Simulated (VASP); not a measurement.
# Al4B3P (P-6m2) in VASP: relaxation of cell and atoms with PBE

Aim: the relaxation of cell and atoms of Al4B3P with PBE.

All numbers are computed with VASP 6.6.1; they aren't measurements. Logs are shortened: lines on timing, memory, paths and dates and some standing lists are left out, and cuts for length are marked.

## (1) The crystal as given

It takes space group P-6m2 (No. 187, hexagonal). Conventional cell: a = 3.437 Å, b = 3.437 Å, c = 9.900 Å, α = 90.00°, β = 90.00°, γ = 120.00°. Al (site symmetry 3m) is surrounded by 2 Al at 2.28 to 2.57 Å and 3 P at 2.29 Å and 3 B at 2.38 Å. Around Al (site symmetry 3m) lie 6 B at 2.34 to 2.35 Å and 2 Al at 2.49 to 2.57 Å. B (site symmetry -6m2) has 6 Al at 2.34 Å as nearest neighbours. Around B (site symmetry 3m) lie 6 Al at 2.35 to 2.38 Å. P (site symmetry -6m2) is surrounded by 6 Al at 2.29 Å.

The cell was built by a generator and needn't be a form met in nature.

## (2) Relaxation of cell and atoms, PBE

The input, INCAR:

```
SYSTEM = Al4B3P
PREC = Normal
ENCUT = 520
EDIFF = 1E-4
ISMEAR = 0
SIGMA = 0.15
LREAL = .False.
LASPH = .True.
NELM = 60
ALGO = Fast
ISIF = 3
LWAVE = .False.
LCHARG = .False.
GGA = PE
IBRION = 2
NSW = 24
EDIFFG = -0.08
```

The input, KPOINTS:

```
Automatic mesh
0
Gamma
  5 5 2
  0 0 0
```

The input, POSCAR:

```
Al4B3P
1.0
    3.4367239400      0.0000000000      0.0000000000
   -1.7183619700      2.9762902400      0.0000000000
    0.0000000000      0.0000000000      9.8997866900
Al B P
4 3 1
Direct
    0.0000000000      0.0000000000      0.1150030000
    0.0000000000      0.0000000000      0.6256560100
    0.0000000000      0.0000000000      0.3743439900
    0.0000000000      0.0000000000      0.8849970000
    0.6666666700      0.3333333300      0.5000000000
    0.3333333300      0.6666666700      0.2478890000
    0.3333333300      0.6666666700      0.7521110000
    0.6666666700      0.3333333300      0.0000000000
```

Potentials or basis: VASP PAW PBE potentials, release 64 (Al, B, P).

Started as:

```bash
> cat potpaw_PBE.64/Al/POTCAR potpaw_PBE.64/B/POTCAR potpaw_PBE.64/P/POTCAR > POTCAR
> mpirun -np 1 vasp_std > vasp.out
```

OUTCAR:

```text
SYSTEM = Al4B3P
   PREC = Normal
   ENCUT = 520
   EDIFF = 1E-4
   ISMEAR = 0
   LREAL = .False.
   LASPH = .True.
   NELM = 60
   ISIF = 3
   GGA = PE
   IBRION = 2
   NSW = 24
   EDIFFG = -0.08

 ion  position               nearest neighbor table
   1  0.000  0.000  0.115-   4 2.28   8 2.29   8 2.29   8 2.29   6 2.38   6 2.38   6 2.38   3 2.57

   2  0.000  0.000  0.626-   5 2.34   5 2.34   5 2.34   7 2.35   7 2.35   7 2.35   3 2.49   4 2.57

   3  0.000  0.000  0.374-   5 2.34   5 2.34   5 2.34   6 2.35   6 2.35   6 2.35   2 2.49   1 2.57

   4  0.000  0.000  0.885-   1 2.28   8 2.29   8 2.29   8 2.29   7 2.38   7 2.38   7 2.38   2 2.57

   5  0.667  0.333  0.500-   2 2.34   3 2.34   2 2.34   3 2.34   2 2.34   3 2.34
   6  0.333  0.667  0.248-   3 2.35   3 2.35   3 2.35   1 2.38   1 2.38   1 2.38
   7  0.333  0.667  0.752-   2 2.35   2 2.35   2 2.35   4 2.38   4 2.38   4 2.38
   8  0.667  0.333  0.000-   1 2.29   4 2.29   1 2.29   4 2.29   1 2.29   4 2.29

  LATTYP: Found a hexagonal cell.
 ALAT       =     3.4367239400
 C/A-ratio  =     2.8805882762

  Lattice vectors:

 A1 = (   3.4367239400,   0.0000000000,   0.0000000000)
 A2 = (  -1.7183619700,   2.9762902400,   0.0000000000)
 A3 = (   0.0000000000,   0.0000000000,   9.8997866900)

Analysis of symmetry for initial positions (statically):
=====================================================================
 Subroutine PRICEL returns:
 Original cell was already a primitive cell.

 Routine SETGRP: Setting up the symmetry group for a
 hexagonal supercell.

 Subroutine GETGRP returns: Found 12 space group operations
 (whereof 12 operations were pure point group operations)
 out of a pool of 24 trial point group operations.

The static configuration has the point symmetry D_3h.

Analysis of symmetry for dynamics (positions and initial velocities):
=====================================================================
 Subroutine PRICEL returns:
 Original cell was already a primitive cell.

 Routine SETGRP: Setting up the symmetry group for a
 hexagonal supercell.

 Subroutine GETGRP returns: Found 12 space group operations
 (whereof 12 operations were pure point group operations)
 out of a pool of 24 trial point group operations.

The dynamic configuration has the point symmetry D_3h.

 Subroutine INISYM returns: Found 12 space group operations
 (whereof 12 operations are pure point group operations),
 and found     1 'primitive' translations

----------------------------------------------------------------------------------------

                                     Primitive cell
[... 95 lines left out ...]
   ISYM   =      2    0-nonsym 1-usesym 2-fastsym
   POTIM  = 0.5000    time-step for ionic-motion
   TEBEG  =    0.0;   TEEND  =   0.0 temperature during run
   PSTRESS=    0.0 pullay stress
   NELECT =      26.0000    total number of electrons
   NUPDOWN=      -1.0000    fix difference up-down
   EMIN   =  10.00;   EMAX   =-10.00  energy-range for DOS
   EFERMI =   0.00;   METHOD = LEGACY
   ISMEAR =     0;   SIGMA  =   0.15  broadening in eV -4-tet -1-fermi 0-gaus
   EFERMI_NEDOS =   21; number of points for ismear=-14 and -15
   IALGO  =     68    algorithm
   IMIX   =      4    mixing-type and parameters
     AMIX     =   0.40;   BMIX     =  1.00
     AMIX_MAG =   1.60;   BMIX_MAG =  1.00
  volume/ion in A,a.u.               =      12.66        85.42
  Fermi-wavevector in a.u.,A,eV,Ry     =   1.040521  1.966299 14.730799  1.082683
  Thomas-Fermi vector in A             =   2.175100
   LORBIT       =      0    0 simple, 1 ext, 2 COOP (PROOUT), +10 PAW based schemes
   GGA     = PE    functional components
   LHFCALC =     F    Hartree Fock is set to
   AEXX    =    0.0000 exact exchange contribution
   IVDW    =     0    specifies the selected vdW correction
   LEPSILON=     F    determine dielectric tensor
   LRPA    =     F    only Hartree local field effects (RPA)
 conjugate gradient relaxation of ions
 non-spin polarized calculation
 RMM-DIIS sequential band-by-band and
 Gauss-broadening in eV      SIGMA  =   0.15
  energy-cutoff  :      520.00
  volume of cell :      101.26
 maximum number of plane-waves:      2757
   NGX = 13   NGY = 13   NGZ = 37

--------------------------------------- Ionic step        1  -------------------------------------------

 number of electron      26.0000003 magnetization

 Free energy of the ion-electron system (eV)
  ---------------------------------------------------
  ext. energy  EPLUGINS =         0.00000000
  ---------------------------------------------------
  free energy    TOTEN  =       -34.98452097 eV

  energy without entropy =      -34.92603111  energy(sigma->0) =      -34.95527604

------------------------ aborting loop because EDIFF is reached ----------------------------------------

  FORCE on cell =-STRESS in cart. coord.  units (eV):
  Direction    XX          YY          ZZ          XY          YZ          ZX
  --------------------------------------------------------------------------------------
  -------------------------------------------------------------------------------------
  Total        2.7592195      2.7592195     13.6284143      0.0000000     -0.0000000      0.0000000
  in kB       43.6567160     43.6567161    215.6304778      0.0000000     -0.0000000      0.0000000
  external PRESSURE =     100.9813033 kB  Pullay stress =       0.0000000 kB
[... 107 lines left out ...]
  FREE ENERGIE OF THE ION-ELECTRON SYSTEM (eV)
  ---------------------------------------------------
  free  energy   TOTEN  =       -36.3190457091 eV

  energy  without entropy=      -36.2756148299  energy(sigma->0) =      -36.29733027

[... ionic steps 4 to 18 ...]

--------------------------------------- Ionic step       19  -------------------------------------------

 number of electron      25.9999997 magnetization

------------------------ aborting loop because EDIFF is reached ----------------------------------------
[... 79 lines left out ...]
--------------------------------------- Ionic step       21  -------------------------------------------

 number of electron      25.9999995 magnetization

 Free energy of the ion-electron system (eV)
  ---------------------------------------------------
  ext. energy  EPLUGINS =         0.00000000
  ---------------------------------------------------
  free energy    TOTEN  =       -37.23893015 eV

  energy without entropy =      -37.20798906  energy(sigma->0) =      -37.22345960

 E-fermi :   8.0141     XC(G=0): -10.9107

 val. band max:        7.8812800641   @ k =   0.2000   0.0000   0.5000
 cond. band min:       8.0244968320   @ k =   0.2000   0.0000   0.0000
 fundamental gap:      0.1432167679
 Fermi energy:         8.0140710929

 k-point     1 :       0.0000    0.0000    0.0000
  band No.  band energies     occupation
      1      -6.1968      2.00000
      2      -3.9921      2.00000
      3      -3.8188      2.00000
      4      -2.0345      2.00000
      5      -0.9184      2.00000
      6       2.3593      2.00000
[... 234 lines left out ...]
  FREE ENERGIE OF THE ION-ELECTRON SYSTEM (eV)
  ---------------------------------------------------
  free  energy   TOTEN  =       -37.2389301465 eV

  energy  without entropy=      -37.2079890571  energy(sigma->0) =      -37.22345960

 reached required accuracy - stopping structural energy minimisation
```

OSZICAR:

```text
N       E                     dE             d eps       ncg     rms          rms(c)
DAV:   1     0.582337302328E+02    0.58234E+02   -0.10798E+04   360   0.123E+03
DAV:   2    -0.315330751666E+02   -0.89767E+02   -0.87710E+02   492   0.169E+02
DAV:   3    -0.357609297166E+02   -0.42279E+01   -0.39968E+01   456   0.362E+01
[... 155 lines left out ...]
DAV:   1    -0.372447491492E+02   -0.12803E-01   -0.35544E-01   366   0.361E+00    0.310E-01
RMM:   2    -0.372431666078E+02    0.15825E-02   -0.38406E-02   360   0.942E-01    0.216E-01
RMM:   3    -0.372391267488E+02    0.40399E-02   -0.42747E-03   353   0.356E-01    0.822E-02
RMM:   4    -0.372389552065E+02    0.17154E-03   -0.74825E-04   323   0.144E-01    0.351E-02
RMM:   5    -0.372389301465E+02    0.25060E-04   -0.12560E-04   202   0.685E-02
  21 F= -.37238930E+02 E0= -.37223460E+02  d E =-.700439E-02
```

CONTCAR:

```text
Al4B3P
   1.00000000000000
     2.9761616657977652   -0.0000000000000000   -0.0000000000000000
    -1.4880808328988826    2.5774316096550991   -0.0000000000000000
     0.0000000000000000   -0.0000000000000000   12.7709327871158056
  Al              B               P
     4     3     1
Direct
     0.0000000000000000    0.0000000000000000    0.1549569646799955
     0.0000000000000000    1.0000000000000000    0.6197700167239686
     0.0000000000000000    1.0000000000000000    0.3802299832760314
     0.0000000000000000    1.0000000000000000    0.8450430353200045
     0.6666666699999979    0.3333333300000021    0.5000000000000000
     0.3333333300000021    0.6666666699999979    0.2600448337339391
     0.3333333300000021    0.6666666699999979    0.7399551662660611
     0.6666666699999979    0.3333333300000021    0.0000000000000000

  0.00000000E+00  0.00000000E+00  0.00000000E+00
  0.00000000E+00  0.00000000E+00  0.00000000E+00
  0.00000000E+00  0.00000000E+00  0.00000000E+00
  0.00000000E+00  0.00000000E+00  0.00000000E+00
  0.00000000E+00  0.00000000E+00  0.00000000E+00
  0.00000000E+00  0.00000000E+00  0.00000000E+00
  0.00000000E+00  0.00000000E+00  0.00000000E+00
  0.00000000E+00  0.00000000E+00  0.00000000E+00
```

It took 84 s on 1 thread of AMD EPYC 9R14 (Zen 4), shared host; peak memory 0.13 GiB.

Results:

- Free energy: -37.2389 eV
- Relaxed volume: 12.25 Å³/atom
- Relaxed cell: a = 2.976 Å, b = 2.976 Å, c = 12.771 Å, α = 90.00°, β = 90.00°, γ = 120.00°
- Space group after relaxing (to 0.05 Å): P-6m2 (No. 187)
- Energy gained by relaxing: 281.8 meV/atom
- Ionic steps: 21
- Pressure after relaxing: 0.1 GPa
- Largest force after relaxing: 0.073 eV/Å
- Band gap on the k mesh: none (metal or under the smearing width)

Forces in eV/Å, atoms in the order of the input:
```
Al   0.000  0.000  0.040
Al   0.000  0.000  0.073
Al   0.000  0.000 -0.073
Al   0.000  0.000 -0.040
B    0.000  0.000  0.000
B    0.000  0.000  0.009
B    0.000  0.000 -0.009
P    0.000  0.000  0.000
```

The path:
```csv
step,energy change (eV),largest force (eV/Å),pressure (GPa),volume (Å³)
1,0.0000,5.3731,10.10,101.26
2,-1.2508,0.9248,-6.13,113.26
3,-1.3345,0.6687,-3.63,110.36
4,-1.5328,0.4820,-1.04,106.58
5,-1.6367,0.6869,4.32,100.83
6,-1.7539,0.5217,2.12,101.86
7,-1.9281,0.8155,-3.78,104.36
8,-1.9515,0.7115,-1.63,103.45
9,-1.9605,0.6466,-2.39,103.76
10,-2.0212,0.7751,-2.08,102.06
11,-2.0461,0.9372,-1.76,101.21
12,-2.0833,1.1419,-0.59,99.41
13,-2.0821,1.0827,-1.24,100.29
14,-2.0893,1.1139,-0.95,99.87
15,-2.1070,0.6204,1.24,97.53
16,-2.1375,0.6316,0.20,98.55
17,-2.1855,0.3407,-0.18,98.85
18,-2.2144,0.3298,-0.64,99.32
19,-2.2446,0.1921,-0.21,98.50
20,-2.2474,0.1703,-0.05,98.21
21,-2.2544,0.0734,0.07,97.96
```

Final structure:
```xyz
8
Lattice="2.9762 0.0000 0.0000 -1.4881 2.5774 0.0000 0.0000 0.0000 12.7709" Properties=species:S:1:pos:R:3 pbc="T T T"
Al    0.0000    0.0000    1.9789
Al   -1.4881    2.5774    7.9150
Al   -1.4881    2.5774    4.8559
Al   -1.4881    2.5774   10.7920
B     1.4881    0.8591    6.3855
B     0.0000    1.7183    3.3210
B     0.0000    1.7183    9.4499
P     1.4881    0.8591    0.0000
```

Levels at points of the mesh, in eV from the Fermi level:
```csv
k point,band 8,band 9,band 10,band 11,band 12,band 13,band 14,band 15,band 16,band 17
"(0.00, 0.00, 0.00)",-1.33,1.53,2.96,2.96,3.37,3.37,3.38,3.38,3.88,3.88
"(0.00, 0.00, 0.50)",-2.74,2.77,2.97,2.97,3.31,3.31,3.44,3.44,3.87,3.87
```

Caveat: the k mesh is coarse (spacing up to 0.42 Å⁻¹), so the values aren't converged; the relaxation stopped at a loose force limit of 0.08 eV/Å, so its end isn't a converged minimum.
